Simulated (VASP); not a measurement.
```xyz
2
Lattice="0.0000 2.7237 2.7237 2.7237 0.0000 2.7237 2.7237 2.7237 0.0000" Properties=species:S:1:pos:R:3 pbc="T T T"
Zn     0.0000     0.0000     0.0000
S      1.3618     1.3618     1.3618
```

Method: PBE GGA, VASP's PBE PAW potentials (set 64) (plane waves; VASP). Settings: 520 eV cut-off, Gaussian smearing of 0.050 eV, potentials Zn S.

Problem. Estimate the band gap (along the path) with the smallest direct gap where there is one.

Solution. 
```yaml
band gap (along the path): 2.01 eV
smallest direct gap (along the path): 2.01 eV
```

The absolute energy has meaning only against runs of the same code, potentials and settings.

The compound is ZnS in the zinc blende structure. It was relaxed first.
